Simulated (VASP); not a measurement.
Output of a VASP run:

**OSZICAR**
```
       N       E                     dE             d eps       ncg     rms          rms(c)
DAV:   1    -0.639585833451E+03   -0.63959E+03   -0.79079E+00   324   0.835E+00    0.268E+00
DAV:   2    -0.639619125984E+03   -0.33293E-01   -0.11542E-01   358   0.834E-01    0.173E+00
DAV:   3    -0.639598511013E+03    0.20615E-01   -0.13037E-02   368   0.323E-01    0.972E-01
DAV:   4    -0.639593258911E+03    0.52521E-02   -0.73440E-03   368   0.208E-01    0.545E-01
DAV:   5    -0.639591983434E+03    0.12755E-02   -0.13580E-03   368   0.941E-02    0.307E-01
DAV:   6    -0.639591572116E+03    0.41132E-03   -0.32517E-04   350   0.522E-02    0.166E-01
DAV:   7    -0.639591454439E+03    0.11768E-03   -0.94154E-05   360   0.287E-02    0.884E-02
DAV:   8    -0.639591420140E+03    0.34299E-04   -0.18388E-05   222   0.144E-02    0.495E-02
DAV:   9    -0.639591409922E+03    0.10218E-04   -0.76827E-06   222   0.974E-03    0.268E-02
DAV:  10    -0.639591407291E+03    0.26311E-05   -0.21510E-06   224   0.478E-03
   1 F= -.63959141E+03 E0= -.63959141E+03  d E =-.883476E-14
```

OUTCAR:
```
------------------------ aborting loop because EDIFF is reached ----------------------------------------
  volume of cell :      380.90
      direct lattice vectors                 reciprocal lattice vectors
     7.248884826  0.000000000  0.000000000     0.137952254  0.000000000  0.000000000
     0.000000000  7.248884826  0.000000000     0.000000000  0.137952254  0.000000000
     0.000000000  0.000000000  7.248884826     0.000000000  0.000000000  0.137952254
  FREE ENERGIE OF THE ION-ELECTRON SYSTEM (eV)
  ---------------------------------------------------
  free  energy   TOTEN  =      -639.5914072908 eV

  energy  without entropy=     -639.5914072908  energy(sigma->0) =     -639.59140729

  exchange ACFDT corr.  =         0.00000000  see jH, gK, PRB 81, 115126
```
(Selected blocks of OUTCAR.)

### POSCAR
```
B32HN32
1
    7.2488848260     0.0000000000     0.0000000000
    0.0000000000     7.2488848260     0.0000000000
    0.0000000000     0.0000000000     7.2488848260
B N H
32 32 1
Direct
  0.4997294435   0.9992760236   0.9994441348
  0.7496340502   0.2492816149   0.9994034603
  0.7495965720   0.9992986689   0.2494518239
  0.9994807076   0.9992513950   0.9993576254
  0.2497991222   0.2496930047   0.9969237774
  0.4992407601   0.4991399094   0.9969413939
  0.7497189552   0.7496217052   0.9993424357
  0.2497771619   0.9967582863   0.2498128318
  0.4950666708   0.2537205674   0.2539011956
  0.7520892038   0.4991363962   0.2497893627
  0.4992040725   0.9967834028   0.4992980729
  0.7521026902   0.2496865326   0.4993216341
  0.7497119865   0.9991911162   0.7497374586
  0.9993780371   0.4995423874   0.9993591445
  0.2494316758   0.7495712290   0.9993614700
  0.9968259293   0.2496349868   0.2498036974
  0.2536676192   0.4951170240   0.2538098812
  0.4992151774   0.7519711181   0.2497648691
  0.9993874688   0.9991914053   0.4997004790
  0.2538692880   0.2538666608   0.4950810063
  0.4946394761   0.4945974494   0.4947965530
  0.7495551512   0.7494641228   0.4996816691
  0.2493985617   0.9992875510   0.7496651327
  0.4992488051   0.2496389706   0.7522259031
  0.7495332860   0.4995862597   0.7496106242
  0.9993903238   0.7495522355   0.2493588401
  0.9968397089   0.4991274816   0.4992799182
  0.2497565415   0.7520276706   0.4992293661
  0.9994045416   0.2492402886   0.7496813364
  0.2498014704   0.4991465203   0.7522369948
  0.4997628230   0.7494917247   0.7496062368
  0.9994398924   0.7495513600   0.7497006557
  0.6248266845   0.1240772121   0.1242368407
  0.8744660787   0.3743956926   0.1230911309
  0.8745009780   0.1229470584   0.3746151156
  0.1245719213   0.1243939881   0.1245312333
  0.3744590693   0.3744820606   0.1162645307
  0.6244638689   0.6244132336   0.1245426432
  0.8745311371   0.8744053209   0.1242130393
  0.3744827332   0.1159874510   0.3745650487
  0.6327785890   0.3743150604   0.3745068827
  0.8744421309   0.6257935700   0.3745254518
  0.6244553678   0.1244304161   0.6245459556
  0.8744561741   0.3744165228   0.6259581778
  0.8745457434   0.1240825075   0.8745181154
  0.1241522757   0.6247673445   0.1241247145
  0.3745469104   0.8743731465   0.1231022569
  0.1159578009   0.3744644836   0.3745298713
  0.3743634265   0.6328050997   0.3744331742
  0.6258506892   0.8743575931   0.3745600808
  0.1241757158   0.1239818391   0.6248661591
  0.3744109269   0.3743099447   0.6330809712
  0.6247450678   0.6246818331   0.6247894639
  0.8745249980   0.8742840443   0.6248437190
  0.3745535203   0.1229507681   0.8745802890
  0.6259092398   0.3744540741   0.8745466813
  0.8745366719   0.6247019048   0.8744818845
  0.1230570101   0.8743523933   0.3745449445
  0.1245767360   0.6243369034   0.6245122174
  0.3745347835   0.8743781116   0.6259371573
  0.1230932274   0.3743996266   0.8745500879
  0.3745749435   0.6258263780   0.8744912065
  0.6248416571   0.8743778052   0.8745066810
  0.1243220895   0.8743468127   0.8744502907
  0.3742086599   0.3745147300   0.3747839985
```

Q: Write an INCAR and KPOINTS that could have produced this output.

A: Several could match; the one computed here: the input of the run itself, HSE06 screened hybrid, plane waves, VASP's PBE PAW potentials (set 64).

**INCAR**
```
LCHARG = .FALSE.
HFSCREEN = 0.2   # 1/Angstrom
LWAVE = .FALSE.
ISIF = 0
AEXX = 0.25
ALGO = Normal   # blocked Davidson
PRECFOCK = Fast
EDIFF = 1E-5   # SCF stop (eV)
SIGMA = 0.05   # width (eV)
SYSTEM = B32HN32
LASPH = .TRUE.
GGA = PE   # PBE
ENCUT = 400
ISMEAR = 0
ISYM = 0
LHFCALC = .TRUE.
PREC = Normal
NELM = 50   # most electronic steps
NELECT = 258.0
NELMIN = 4
LREAL = Auto
```

### KPOINTS
```
Automatic mesh
0
Gamma
1 1 1
0 0 0
```

POTCAR, in this order: B N H (PBE.64 set). Program: vasp_gam. Read from the step before: WAVECAR.

The cell is charged, with a uniform compensating background. The supercell is sampled at Γ alone, which is coarse: total energies, pressure and levels can be off, energies of defects by several tenths of an eV.

The cell is a supercell with a defect, built from BN (zinc blende): H_i, charge -1. The cell's shape comes from a PBE relaxation. The run is not spin-polarised, so no state with unpaired spins was tried.
